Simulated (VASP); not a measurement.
An input for Quantum ESPRESSO's pw.x (written as the equivalent of a VASP run, and not itself run):

```
&CONTROL
  calculation = 'vc-relax'
  pseudo_dir = './pseudo'
  outdir = './out'
  tprnfor = .true.
  tstress = .true.
  nstep = 60
  forc_conv_thr = 0.00039
/
&SYSTEM
  ibrav = 0
  nat = 2
  ntyp = 2
  ecutwfc = 84
  occupations = 'smearing'
  smearing = 'methfessel-paxton'
  degauss = 0.00735
  input_dft = 'pbesol'
/
&ELECTRONS
  conv_thr = 7.3e-08
  electron_maxstep = 100
/
&IONS
/
&CELL
/
ATOMIC_SPECIES
  Y 88.906 Y.upf
  N 14.007 N.upf
CELL_PARAMETERS angstrom
     0.0000000    2.8188000    2.8188000
     2.8188000    0.0000000    2.8188000
     2.8188000    2.8188000    0.0000000
ATOMIC_POSITIONS crystal
  Y    0.0000000  0.0000000  0.0000000
  N    0.5000000  0.5000000  0.5000000
K_POINTS automatic
  10 10 10 0 0 0
```

### Question
Write the VASP files for the same calculation (PBEsol).

### Answer
One answer among several that fit: 
### POSCAR
```
YN
1
    0.0000000000     2.8188000000     2.8188000000
    2.8188000000     0.0000000000     2.8188000000
    2.8188000000     2.8188000000     0.0000000000
Y N
1 1
Direct
  0.0000000000   0.0000000000   0.0000000000
  0.5000000000   0.5000000000   0.5000000000
```

### KPOINTS
```
Automatic mesh
0
Gamma
10 10 10
0 0 0
```

**INCAR**
```
SYSTEM=YN
PREC=Accurate; ENCUT=520; LREAL=.FALSE.
LASPH=.TRUE.
EDIFF=1E-6; NELM=100; ALGO=Normal
LMAXMIX=4
ISMEAR=1; SIGMA=0.1
GGA=PS
IBRION=2; NSW=60; ISIF=3
EDIFFG=-0.01
LWAVE=.FALSE.; LCHARG=.FALSE.
```

POTCAR, in this order: Y_sv N (PBE.64 set). Program: vasp_std.

Limits of the translation: the potentials are each code's own (VASP's PAW set, PseudoDojo norm-conserving files in pw.x), so ENCUT and ecutwfc are chosen apart and not converted; conv_thr bounds pw.x's estimated SCF error, while EDIFF bounds the energy change between steps; forc_conv_thr acts on force components and is met together with etot_conv_thr.

The structure was generated: YN was put into the rock salt type (Fm-3m), which need not be its known phase. This run relaxes it. Symmetry was kept, so distortions that lower it aren't found.
